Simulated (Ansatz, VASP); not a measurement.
# Cross-check of HoBi between VASP and Ansatz, part 2 of 3

Wanted: the spread between two codes on one cell, functional and k mesh.  The cell comes out of the VASP series on this material, whose earlier steps may have relaxed, scaled or displaced it; both programs get it as it stands.

VASP 6.6.1 and Ansatz 0.2.0.

So far: Set-up; Ansatz: band structure, LDA, DFT+U.

In doubt: a part-filled 4f shell, where there is one, can sit in one of many states, so energies may not be the lowest and differences between runs may mislead; derivatives with an open 4f shell can jump between states, which bears on forces and vibrations.

**3. VASP: band structure, LDA, DFT+U**

Level of this step: LDA, DFT+U (Ho f 5 eV), spin-polarised from a ferromagnetic start; plane waves and PAW (Ho, Bi_d) (VASP).

The same cell, functional (in two slightly different forms), mesh and smearing now go to VASP, with its own data sets and cutoff.

Lines of VASP's logs that name or quote its potential files are left out, and so is its time.

Contents of INCAR:

```
SYSTEM = HoBi
PREC = Accurate
ENCUT = 450
EDIFF = 1E-06
NELM = 150
ISMEAR = 1
SIGMA = 0.2
LREAL = .FALSE.
ALGO = Normal
GGA = CA
NBANDS = 34
ISPIN = 2
MAGMOM = 3.636 0.009
LDAU = .TRUE.
LDAUTYPE = 2
LDAUL = 3 -1
LDAUU = 5 0
LDAUJ = 0 0
LDAUPRINT = 1
LASPH = .TRUE.
LMAXMIX = 6
AMIX = 0.2
BMIX = 1E-04
AMIX_MAG = 0.8
BMIX_MAG = 1E-04
LORBIT = 11
LWAVE = .FALSE.
LCHARG = .FALSE.
KPAR = 4
```

Contents of POSCAR:

```
HoBi
1.0
    0.0000000000      3.1174745132      3.1174745132
    3.1174745132      0.0000000000      3.1174745132
    3.1174745132      3.1174745132      0.0000000000
Ho Bi
1 1
Direct
    0.0000000000      0.0000000000      0.0000000000
    0.5000000000      0.5000000000      0.5000000000
```

Contents of KPOINTS:

```
Automatic mesh
0
Gamma
5 5 5
0 0 0
```

Contents of KPOINTS_OPT:

```
Line mode
16
Line-mode
Reciprocal
  0.00000000   0.00000000   0.00000000 GAMMA
  0.50000000   0.00000000   0.50000000 X

  0.50000000   0.00000000   0.50000000 X
  0.50000000   0.25000000   0.75000000 W

  0.50000000   0.25000000   0.75000000 W
  0.37500000   0.37500000   0.75000000 K

  0.37500000   0.37500000   0.75000000 K
  0.00000000   0.00000000   0.00000000 GAMMA

  0.00000000   0.00000000   0.00000000 GAMMA
  0.50000000   0.50000000   0.50000000 L

  0.50000000   0.50000000   0.50000000 L
  0.62500000   0.25000000   0.62500000 U

  0.62500000   0.25000000   0.62500000 U
  0.50000000   0.25000000   0.75000000 W

  0.50000000   0.25000000   0.75000000 W
  0.50000000   0.50000000   0.50000000 L

  0.50000000   0.50000000   0.50000000 L
  0.37500000   0.37500000   0.75000000 K

  0.62500000   0.25000000   0.62500000 U
  0.50000000   0.00000000   0.50000000 X
```

The projector-augmented-wave data sets are Ho and Bi_d (PBE family, release 64).

On the command line:

```
$ mpirun -np 4 vasp_std
```

Numbers of over 12 decimals in the logs are rounded to 6 here.

Log:

```text
[banner, memory and clock lines left out]
running    4 mpi-ranks, on    1 nodes
 distrk:  each k-point on    1 cores,    4 groups
 distr:  one band on    1 cores,    1 groups

 POSCAR found type information on POSCAR HoBi
 POSCAR found :  2 types and       2 ions
|                                                                             |
|               ----> ADVICE to this user running VASP <----                  |
|                                                                             |
|     You enforced a specific xc type in the INCAR file but a different       |
|     [... a line on the potential file left out ...]
|     I HOPE YOU KNOW WHAT YOU ARE DOING!                                     |
|                                                                             |

 LDA part: xc-table for (Slater(with rela. corr.)+CA(PZ))
 , standard interpolation
 POSCAR, INCAR and KPOINTS ok, starting setup
 FFT: planning ... GRIDC
 FFT: planning ... GRID_SOFT
 FFT: planning ... GRID
 WAVECAR not read
 entering main loop
       N       E                     dE             d eps       ncg     rms          rms(c)
DAV:   1     0.285314611775E+03    0.28531E+03   -0.12908E+04  1974   0.477E+03
DAV:   2     0.346163354675E+02   -0.25070E+03   -0.23239E+03  1730   0.593E+02
DAV:   3    -0.266971078471E+01   -0.37286E+02   -0.35937E+02  1600   0.127E+02
DAV:   4    -0.667801674141E+01   -0.40083E+01   -0.39361E+01  2328   0.370E+01
DAV:   5    -0.727611097738E+01   -0.59809E+00   -0.55909E+00  2390   0.125E+01    0.301E+01
DAV:   6    -0.828602891731E+01   -0.10099E+01   -0.15416E+00  2060   0.416E+01    0.210E+01
DAV:   7    -0.896074160719E+01   -0.67471E+00   -0.33381E+00  1994   0.266E+01    0.226E+01
DAV:   8    -0.109267467297E+02   -0.19660E+01   -0.17154E+00  2120   0.287E+01    0.144E+01
DAV:   9    -0.108484834492E+02    0.78263E-01   -0.93881E-01  2108   0.407E+01    0.136E+01
DAV:  10    -0.108609049378E+02   -0.12421E-01   -0.33346E-01  2288   0.379E+00    0.236E+01
DAV:  11    -0.112809794828E+02   -0.42007E+00   -0.93384E-02  2372   0.455E+00    0.262E+01
DAV:  12    -0.114670377269E+02   -0.18606E+00   -0.16753E-01  1852   0.596E+00    0.246E+01
DAV:  13    -0.114772429817E+02   -0.10205E-01   -0.40409E-02  2472   0.316E+00    0.180E+01
DAV:  14    -0.115075647813E+02   -0.30322E-01   -0.44893E-03  2298   0.641E-01    0.166E+01
[...]
DAV:  31    -0.115189121228E+02   -0.48965E-04   -0.11038E-04  2448   0.123E-01    0.818E-01
DAV:  32    -0.115189300734E+02   -0.17951E-04   -0.18373E-05  2280   0.102E-01    0.292E-01
DAV:  33    -0.115189409780E+02   -0.10905E-04   -0.20058E-05  2122   0.127E-01    0.110E-01
DAV:  34    -0.115189440318E+02   -0.30539E-05   -0.11400E-05  2416   0.621E-02    0.622E-02
DAV:  35    -0.115189471007E+02   -0.30688E-05   -0.19291E-06  1450   0.179E-02    0.838E-02
DAV:  36    -0.115189488242E+02   -0.17236E-05   -0.14206E-06  1096   0.351E-02    0.640E-02
DAV:  37    -0.115189502870E+02   -0.14628E-05   -0.12878E-06  1066   0.232E-02    0.759E-02
DAV:  38    -0.115189509187E+02   -0.63173E-06   -0.18650E-06  1326   0.361E-02
   1 F= -.11518951E+02 E0= -.11510387E+02  d E =-.256903E-01  mag=     3.7254
 Start KPOINTS_OPT (optional k-point list driver)
k-point batch [1-10\160]
       N       E                     dE             ncg
DAV:   1    -0.537873836611E+03   -0.31424E+04     1998
[...]
DAV:  10    -0.355026480097E+04   -0.84914E-05     2024
DAV:  11    -0.355026480150E+04   -0.53259E-06     1278
[...]
k-point batch [151-160\160]
       N       E                     dE             ncg
DAV:   1    -0.601639060263E+03   -0.11688E+05     2020
DAV:   2    -0.310731699686E+04   -0.25057E+04     1704
DAV:   3    -0.350364023820E+04   -0.39632E+03     1588
DAV:   4    -0.354350747711E+04   -0.39867E+02     2308
DAV:   5    -0.355046262943E+04   -0.69552E+01     2360
DAV:   6    -0.355093887675E+04   -0.47625E+00     2264
DAV:   7    -0.355098529201E+04   -0.46415E-01     2376
DAV:   8    -0.355098721055E+04   -0.19185E-02     2216
DAV:   9    -0.355098739601E+04   -0.18546E-03     2376
DAV:  10    -0.355098740419E+04   -0.81759E-05     2056
DAV:  11    -0.355098740467E+04   -0.48821E-06     1320
```

Parts of OUTCAR (step 3):

```text
ion  position               nearest neighbor table
   1  0.000  0.000  0.000-   2 3.12   2 3.12   2 3.12   2 3.12   2 3.12   2 3.12
   2  0.500  0.500  0.500-   1 3.12   1 3.12   1 3.12   1 3.12   1 3.12   1 3.12

  LATTYP: Found a face centered cubic cell.
 ALAT       =     6.2349490264

 Subroutine GETGRP returns: Found 48 space group operations
 (whereof 48 operations were pure point group operations)

The static configuration has the point symmetry O_h .

 Found     10 irreducible k-points:

   k-points           NKPTS =     10   k-points in BZ     NKDIM =     10   number of bands    NBANDS=     34

   dimension x,y,z NGX =    32 NGY =   32 NGZ =   32
   dimension x,y,z NGXF=    64 NGYF=   64 NGZF=   64

   ENCUT  =  450.0 eV  33.07 Ry    5.75 a.u.   7.63  7.63  7.63*2*pi/ulx,y,z

   NELECT =      36.0000    total number of electrons

 k-points in reciprocal lattice and weights: Automatic mesh
   0.00000000  0.00000000  0.00000000       0.008
   0.20000000  0.00000000  0.00000000       0.064
   0.40000000  0.00000000  0.00000000       0.064
   0.20000000  0.20000000  0.00000000       0.048
   0.40000000  0.20000000  0.00000000       0.192
  -0.40000000  0.20000000  0.00000000       0.192
  -0.20000000  0.20000000  0.00000000       0.096
   0.40000000  0.40000000  0.00000000       0.048
  -0.40000000  0.40000000  0.00000000       0.096
  -0.40000000  0.40000000  0.20000000       0.192

atom =   1  type =  1  l = 3

 onsite density matrix

spin component  1

  0.9910 -0.0000 -0.0008 -0.0000  0.0000 -0.0000  0.0000
 -0.0000  0.9919 -0.0000  0.0000  0.0000 -0.0000 -0.0000
 -0.0008 -0.0000  0.9914 -0.0000 -0.0000  0.0000 -0.0000
 -0.0000  0.0000 -0.0000  0.9903  0.0000 -0.0000  0.0000
  0.0000  0.0000 -0.0000  0.0000  0.9914 -0.0000  0.0008
 -0.0000 -0.0000  0.0000 -0.0000 -0.0000  0.9920  0.0000
  0.0000 -0.0000 -0.0000  0.0000  0.0008  0.0000  0.9910

spin component  2

  0.6163  0.0000  0.4750 -0.0000 -0.0000  0.0000  0.0000
  0.0000  0.3412  0.0000 -0.0000 -0.0000  0.0000  0.0000
  0.4750  0.0000  0.3710 -0.0000 -0.0000 -0.0000  0.0000
 -0.0000 -0.0000 -0.0000  0.9843 -0.0000  0.0000  0.0000
 -0.0000 -0.0000 -0.0000 -0.0000  0.3710  0.0000 -0.4750
  0.0000  0.0000 -0.0000  0.0000  0.0000  0.0031  0.0000
  0.0000  0.0000  0.0000  0.0000 -0.4750  0.0000  0.6163

 occupancies and eigenvectors

  o =  0.0031  v =  0.0000  0.0000  0.0000  0.0000  0.0000  0.0000  0.0000  0.0000 -0.0000  0.0000  0.0000  0.0004 -1.0000  0.0003      0.0000  0.0000  0.0000  0.0000  0.0000  0.0000  0.0000  0.0000  0.0000  0.0000  0.0000  0.0000  0.0000  0.0000
  o =  0.0031  v =  0.0000  0.0000  0.0000  0.0000  0.0000  0.0000  0.0000  0.0000  0.0000  0.0000  0.0000  0.7906  0.0005  0.6124      0.0000  0.0000  0.0000  0.0000  0.0000  0.0000  0.0000  0.0000  0.0000  0.0000  0.0000  0.0000  0.0000  0.0000
  o =  0.0031  v =  0.0000  0.0000  0.0000  0.0000  0.0000  0.0000  0.0000 -0.6124  0.0000  0.7906 -0.0000 -0.0000  0.0000  0.0000      0.0000  0.0000  0.0000  0.0000  0.0000  0.0000  0.0000  0.0000  0.0000  0.0000  0.0000  0.0000  0.0000  0.0000
  o =  0.3412  v =  0.0000  0.0000  0.0000  0.0000  0.0000  0.0000  0.0000  0.0000 -1.0000 -0.0000 -0.0000  0.0000  0.0000  0.0000      0.0000  0.0000  0.0000  0.0000  0.0000  0.0000  0.0000  0.0000  0.0000  0.0000  0.0000  0.0000  0.0000  0.0000
  o =  0.9843  v =  0.0000  0.0000  0.0000  0.0000  0.0000  0.0000  0.0000  0.0000  0.0000 -0.0000  0.0054 -0.6124  0.0000  0.7906      0.0000  0.0000  0.0000  0.0000  0.0000  0.0000  0.0000  0.0000  0.0000  0.0000  0.0000  0.0000  0.0000  0.0000
  o =  0.9843  v =  0.0000  0.0000  0.0000  0.0000  0.0000  0.0000  0.0000 -0.7906  0.0000 -0.6124  0.0000  0.0000 -0.0000 -0.0000      0.0000  0.0000  0.0000  0.0000  0.0000  0.0000  0.0000  0.0000  0.0000  0.0000  0.0000  0.0000  0.0000  0.0000
  o =  0.9843  v =  0.0000  0.0000  0.0000  0.0000  0.0000  0.0000  0.0000  0.0000 -0.0000  0.0000  1.0000  0.0033  0.0000 -0.0042      0.0000  0.0000  0.0000  0.0000  0.0000  0.0000  0.0000  0.0000  0.0000  0.0000  0.0000  0.0000  0.0000  0.0000
  o =  0.9903  v =  0.7906  0.0000  0.6124  0.0000  0.0002  0.0000 -0.0002  0.0000  0.0000  0.0000  0.0000  0.0000  0.0000  0.0000      0.0000  0.0000  0.0000  0.0000  0.0000  0.0000  0.0000  0.0000  0.0000  0.0000  0.0000  0.0000  0.0000  0.0000
  o =  0.9903  v = -0.0002 -0.0000 -0.0002  0.0004  0.6124 -0.0000 -0.7906  0.0000  0.0000  0.0000  0.0000  0.0000  0.0000  0.0000      0.0000  0.0000  0.0000  0.0000  0.0000  0.0000  0.0000  0.0000  0.0000  0.0000  0.0000  0.0000  0.0000  0.0000
  o =  0.9903  v = -0.0000  0.0000 -0.0000  1.0000 -0.0003  0.0000  0.0003  0.0000  0.0000  0.0000  0.0000  0.0000  0.0000  0.0000      0.0000  0.0000  0.0000  0.0000  0.0000  0.0000  0.0000  0.0000  0.0000  0.0000  0.0000  0.0000  0.0000  0.0000
  o =  0.9919  v =  0.0000 -1.0000 -0.0000  0.0000 -0.0000  0.0000 -0.0000  0.0000  0.0000  0.0000  0.0000  0.0000  0.0000  0.0000      0.0000  0.0000  0.0000  0.0000  0.0000  0.0000  0.0000  0.0000  0.0000  0.0000  0.0000  0.0000  0.0000  0.0000
  o =  0.9920  v = -0.0000 -0.0000  0.0000  0.0000  0.0010 -1.0000  0.0007  0.0000  0.0000  0.0000  0.0000  0.0000  0.0000  0.0000      0.0000  0.0000  0.0000  0.0000  0.0000  0.0000  0.0000  0.0000  0.0000  0.0000  0.0000  0.0000  0.0000  0.0000
  o =  0.9920  v =  0.6123  0.0000 -0.7905 -0.0000 -0.0080 -0.0000 -0.0062  0.0000  0.0000  0.0000  0.0000  0.0000  0.0000  0.0000      0.0000  0.0000  0.0000  0.0000  0.0000  0.0000  0.0000  0.0000  0.0000  0.0000  0.0000  0.0000  0.0000  0.0000
  o =  0.9920  v = -0.0062 -0.0000  0.0080 -0.0000 -0.7905 -0.0012 -0.6123  0.0000  0.0000  0.0000  0.0000  0.0000  0.0000  0.0000      0.0000  0.0000  0.0000  0.0000  0.0000  0.0000  0.0000  0.0000  0.0000  0.0000  0.0000  0.0000  0.0000  0.0000

 average (electrostatic) potential at core
       1 -36.7259       2-104.9584

 E-fermi :   4.4883

 spin component 1
 k-point     1 :       0.0000    0.0000    0.0000
  band No.  band energies     occupation
    ...
     13      -1.3283      1.00000
     14      -1.3283      1.00000
     15      -0.4376      1.00000
     16      -0.4376      1.00000
     17      -0.4376      1.00000
     18       5.9100     -0.00000
     19       5.9100     -0.00000
     20       5.9100     -0.00000
     21       6.2195     -0.00000
     22       6.2195     -0.00000
    ...

 k-point     2 :       0.2000    0.0000    0.0000
  band No.  band energies     occupation
    ...
     16      -0.4221      1.00000
     17      -0.4221      1.00000
     18       3.0460      1.00000
     19       4.3860      0.87645
     20       4.3860      0.87645
     21       6.5541     -0.00000
     22       6.7764     -0.00000
     23       6.7764     -0.00000
     24       9.2402      0.00000
     25       9.2402      0.00000
    ...

 k-point     3 :       0.4000    0.0000    0.0000
  band No.  band energies     occupation
    ...
     16      -0.3925      1.00000
     17      -0.3925      1.00000
     18       0.8227      1.00000
     19       3.3361      1.00000
     20       3.3361      1.00000
     21       7.2984     -0.00000
     22       7.7554     -0.00000
     23       7.7554     -0.00000
     24       9.1442      0.00000
     25      11.4235      0.00000
    ...

 k-point     4 :       0.2000    0.2000    0.0000
  band No.  band energies     occupation
    ...
     14      -1.3335      1.00000
     15      -0.4271      1.00000
     16      -0.4270      1.00000
     17      -0.4173      1.00000
     18       2.6908      1.00000
     19       4.6721     -0.01454
     20       4.6721     -0.01454
     21       5.5074     -0.00000
     22       7.4879     -0.00000
     23       7.7293     -0.00000
    ...

 k-point     5 :       0.4000    0.2000    0.0000
  band No.  band energies     occupation
    ...
     16      -0.4073      1.00000
     17      -0.3909      1.00000
     18       1.5491      1.00000
     19       3.3092      1.00000
     20       3.8685      1.00005
     21       6.0891     -0.00000
     22       8.0486     -0.00000
     23       8.0808     -0.00000
     24       9.3605      0.00000
     25       9.5470      0.00000
    ...

 k-point     6 :      -0.4000    0.2000    0.0000
  band No.  band energies     occupation
    ...
     16      -0.3873      1.00000
     17      -0.3737      1.00000
     18       1.0132      1.00000
     19       2.8385      1.00000
     20       3.3316      1.00000
     21       7.2910     -0.00000
     22       7.8631     -0.00000
     23       7.9164     -0.00000
     24       9.4609      0.00000
     25      10.1411      0.00000
    ...

  Total        0.0066489      0.0066489      0.0066489      0.0000000     -0.0000000      0.0000000
  in kB        0.1757998      0.1757998      0.1757998      0.0000000     -0.0000000      0.0000000
  external PRESSURE =       0.1757998 kB  Pullay stress =       0.0000000 kB

  energy-cutoff  :      450.00
  volume of cell :       60.60
      direct lattice vectors                 reciprocal lattice vectors
     0.000000000  3.117474513  3.117474513    -0.160386235  0.160386235  0.160386235
     3.117474513  0.000000000  3.117474513     0.160386235 -0.160386235  0.160386235
     3.117474513  3.117474513  0.000000000     0.160386235  0.160386235 -0.160386235

 POSITION                                       TOTAL-FORCE (eV/Angst)
 -----------------------------------------------------------------------------------
      0.00000      0.00000      0.00000         0.000000     -0.000000      0.000000
      3.11747      3.11747      3.11747        -0.000000      0.000000     -0.000000
 -----------------------------------------------------------------------------------
    total drift:                                0.000000     -0.000000     -0.000000

  FREE ENERGIE OF THE ION-ELECTRON SYSTEM (eV)
  ---------------------------------------------------
  free  energy   TOTEN  =       -11.5189509187 eV

  energy  without entropy=      -11.4932605886  energy(sigma->0) =      -11.51038748

 total charge
# of ion       s       p       d       f       tot
--------------------------------------------------
    1        2.064   5.722   0.464  10.234  18.484
    2        1.434   1.765   9.886   0.000  13.085
--------------------------------------------------
tot          3.498   7.487  10.351  10.234  31.569

 magnetization (x)
# of ion       s       p       d       f       tot
--------------------------------------------------
    1        0.002  -0.026   0.027   3.635   3.638
    2       -0.002   0.010   0.000   0.000   0.009
--------------------------------------------------
tot          0.000  -0.016   0.027   3.635   3.647

[... 6 further parts left out ...]
```

Experiment finds antiferromagnetic order in this phase (below 5.7 K, arxiv:1309.1113), so this ferromagnetic run describes another state. DFT+U on an f shell has many metastable occupations, and no search among them was made. The PAW data sets were made with PBE, a small mismatch for LDA.

**4. Differences**

Known differences besides the PAW data sets themselves: U acts on the PAW sphere in VASP and on atomic orbitals in Ansatz, so only states and trends compare; the two LDA forms differ slightly; the cutoff is 420 eV in Ansatz and 450 eV in VASP; Ansatz makes its cores anew for this functional, VASP keeps those of its PBE data sets; site moments are counted in spheres of each program's own size. Total energies have different zeros and are not compared.

Compared:

```csv
quantity,Ansatz,VASP,difference
pressure (GPa),-1.11,0.02,-1.12
total moment (μB),3.81,3.73,+0.09
moment on Ho1 (μB),3.80,3.64,+0.16
```

(Part 2 of 3 ends here.)

[Lines on the potential files, build, host, timing and source positions are cut from VASP's logs without a mark.]

[Logs are printed without paths, hosts, clocks, repeated set-up lines and the standing remarks that a program may print on its own settings, such as how far it seeks lower states.]

[Hosts, paths, dates, database ids (printed as entryN), source tags and the programs' standing remarks are cut or masked in the printed files.]
